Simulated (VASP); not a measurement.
The input files of a VASP run:

### KPOINTS
```
Automatic mesh
0
Gamma
7 7 4
0 0 0
```

File POSCAR:
```
ZnS
1
    1.8725872583    -3.2434162330     0.0000000000
    1.8725872583     3.2434162330     0.0000000000
    0.0000000000     0.0000000000     6.1408348480
Zn S
2 2
Direct
  0.6666670000   0.3333330000   0.5002042924
  0.3333330000   0.6666670000   0.0002042924
  0.6666670000   0.3333330000   0.8747957076
  0.3333330000   0.6666670000   0.3747957076
```

**INCAR**
```
SYSTEM = ZnS
PREC = Accurate
ENCUT = 500
EDIFF = 1E-6
NELM = 100
ALGO = Normal
LREAL = .FALSE.
LASPH = .TRUE.
ISMEAR = 0
SIGMA = 0.05
LMAXMIX = 4
LWAVE = .FALSE.
LCHARG = .FALSE.
IBRION = 2
ISIF = 3
NSW = 40
EDIFFG = -0.02
PSTRESS = 50
```

POTCAR, in this order: Zn S (LDA.64 set). Program: vasp_std.

Question: Write an equivalent input for Ansatz.

Answer: One equivalent input (not run):
Ansatz 0.2 input:
```yaml
crystal:
  lattice:
    - [1.8725873, -3.2434162, 0.0000000]
    - [1.8725873, 3.2434162, 0.0000000]
    - [0.0000000, 0.0000000, 6.1408348]
  atoms:
    - { symbol: Zn, position: [0.6666670, 0.3333330, 0.5002043] }
    - { symbol: Zn, position: [0.3333330, 0.6666670, 0.0002043] }
    - { symbol: S, position: [0.6666670, 0.3333330, 0.8747957] }
    - { symbol: S, position: [0.3333330, 0.6666670, 0.3747957] }
kpoints:
  mp_grid: { grid: [7, 7, 4] }
hamiltonian:
  xc: lda
  pseudopotentials: { kind: paw }
scf:
  occupations: { method: gaussian, width: 0.05 }
  max_iter: 100
relax:
  max_steps: 40
  f_tol: 0.02
  cell: { p_target: 5 }
output: { forces: true, stress: true, eigenvalues: true }
```
Limits of the translation: each code has its own PAW files, so the cut-off isn't converted (ENCUT is set for VASP's; basis.ecutwfc is left out, and Ansatz then takes the one that its files recommend); Ansatz stops its SCF on the density residual and VASP on the energy change (EDIFF); Ansatz's lda is the Perdew-Wang form, while the LDA potentials of VASP carry Perdew-Zunger's.

The compound is ZnS in the wurtzite structure, the high-temperature form. This run relaxes it under an external pressure of 5 GPa. Symmetry was kept, so distortions that lower it aren't found.
